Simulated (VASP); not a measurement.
Calculation: LDA (Ceperley-Alder, Perdew-Zunger), VASP's LDA PAW potentials (set 64) (plane waves; VASP).

Input for VASP

**POSCAR**
```
BP
2.2448220
  0.0000000000   0.9999998637   0.9999998637
  0.9999998637   0.0000000000   0.9999998637
  0.9999998637   0.9999998637   0.0000000000
B P
1 1
Direct
  0.0000000000   0.0000000000   0.0000000000
  0.2500000000   0.2500000000   0.2500000000
```

**KPOINTS**
```
k-points along high-symmetry lines
15
Line-mode
Reciprocal
  0.000000   0.000000   0.000000 ! GAMMA
 -0.500000  -0.500000   0.000000 ! X

 -0.500000  -0.500000   0.000000 ! X
 -0.375000  -0.375000   0.250000 ! U

 -0.375000   0.000000   0.375000 ! K
  0.000000   0.000000   0.000000 ! GAMMA

  0.000000   0.000000   0.000000 ! GAMMA
  0.000000   0.000000   0.500000 ! L

  0.000000   0.000000   0.500000 ! L
 -0.500000  -0.250000   0.250000 ! W

 -0.500000  -0.250000   0.250000 ! W
 -0.500000  -0.500000   0.000000 ! X
```

**INCAR**
```
! general
SYSTEM  =  BP
PREC    =  Accurate
ENCUT   =  520
LREAL   =  F
LASPH   =  T
ICHARG  =  11

! electronic loop
EDIFF   =  1E-7
NELM    =  100
ALGO    =  Normal

! smearing
ISMEAR  =  0
SIGMA   =  0.05

! output
LWAVE   =  F
LCHARG  =  F
LORBIT  =  11
```

POTCAR, in this order: B P (LDA.64 set). Program: vasp_std. Read from the step before: CHGCAR.

Output of the run:

File OUTCAR:
```
 ion  position               nearest neighbor table
   1  0.000  0.000  0.000-   2 1.94   2 1.94   2 1.94   2 1.94
   2  0.250  0.250  0.250-   1 1.94   1 1.94   1 1.94   1 1.94
  LATTYP: Found a face centered cubic cell.
 ALAT       =     4.4896433880
 Subroutine PRICEL returns:
 Original cell was already a primitive cell.
 Subroutine GETGRP returns: Found 24 space group operations
The static configuration has the point symmetry T_d .
The dynamic configuration has the point symmetry T_d .
 Subroutine INISYM returns: Found 24 space group operations
   k-points           NKPTS =     90   k-points in BZ     NKDIM =     90   number of bands    NBANDS=      8
   number of dos      NEDOS =    301   number of ions     NIONS =      2
   total plane-waves  NPLWV =  13824
   dimension x,y,z NGX =    24 NGY =   24 NGZ =   24
   dimension x,y,z NGXF=    48 NGYF=   48 NGZF=   48
   ions per type =               1   1
   PREC   = accura    normal or accurate (medium, high low for compatibility)
   ISTART =      0    job   : 0-new  1-cont  2-samecut
   ICHARG =     11    charge: 1-file 2-atom 10-const
   ISPIN  =      1    spin polarized calculation?
   LNONCOLLINEAR =      F non collinear calculations
   LSORBIT =      F    spin-orbit coupling
   INIWAV =      1    electr: 0-lowe 1-rand  2-diag
   ENCUT  =  520.0 eV  38.22 Ry    6.18 a.u.   5.90  5.90  5.90*2*pi/ulx,y,z
...
```

OSZICAR:
```
       N       E                     dE             d eps       ncg     rms          rms(c)
DAV:   1     0.104591739150E+02    0.10459E+02   -0.41744E+03  1440   0.892E+02
DAV:   2    -0.120924636311E+02   -0.22552E+02   -0.21091E+02  2304   0.109E+02
DAV:   3    -0.123571215507E+02   -0.26466E+00   -0.26466E+00  1776   0.152E+01
DAV:   4    -0.123577385470E+02   -0.61700E-03   -0.61700E-03  2360   0.697E-01
DAV:   5    -0.123577388966E+02   -0.34958E-06   -0.34958E-06  1832   0.117E-02
DAV:   6    -0.123577388998E+02   -0.32096E-08   -0.32093E-08  2328   0.528E-04
   1 F= -.12357739E+02 E0= -.12357739E+02  d E =-.243239E-15
```

File OUTCAR:
```
 val. band max:        7.7933798517   @ k =   0.0000   0.0000   0.0000

 cond. band min:       8.9408295741   @ k =  -0.4286  -0.4286   0.0000



 k-point     1 :       0.0000    0.0000    0.0000
  band No.  band energies     occupation
      1      -7.8826      2.00000
      2       7.7934      2.00000
      3       7.7934      2.00000
      4       7.7934      2.00000
      5      11.2235      0.00000
      6      11.2235      0.00000
      7      11.2235      0.00000
      8      15.6570      0.00000

 k-point     2 :      -0.0357   -0.0357    0.0000
  band No.  band energies     occupation
      1      -7.8511      2.00000
      2       7.6501      2.00000
      3       7.6501      2.00000
      4       7.6897      2.00000
      5      11.1549      0.00000
      6      11.4014      0.00000
      7      11.4014      0.00000
      8      15.7361      0.00000

 k-point     3 :      -0.0714   -0.0714    0.0000
  band No.  band energies     occupation
      1      -7.7567      2.00000
      2       7.2899      2.00000
      3       7.2899      2.00000
      4       7.3919      2.00000
      5      10.9687      0.00000
      6      11.8649      0.00000
      7      11.8649      0.00000
      8      15.8945      0.00000

 k-point     4 :      -0.1071   -0.1071    0.0000
  band No.  band energies     occupation
      1      -7.5998      2.00000
      2       6.8273      2.00000
      3       6.8273      2.00000
      4       6.9327      2.00000
      5      10.7068      0.00000
      6      12.4980      0.00000
      7      12.4980      0.00000
      8      15.8561      0.00000

 k-point     5 :      -0.1429   -0.1429    0.0000
  band No.  band energies     occupation
      1      -7.3809      2.00000
      2       6.3358      2.00000
      3       6.3358      2.00000
      4       6.3497      2.00000
      5      10.4089      0.00000
      6      13.2246      0.00000
      7      13.2246      0.00000
      8      15.3219      0.00000
...
```

The density is held fixed in this step, so its total energy and stress have no physical meaning.

The structure comes from a computed database's BP entry (F-43m); how it stands against other phases isn't given here. It was relaxed first.
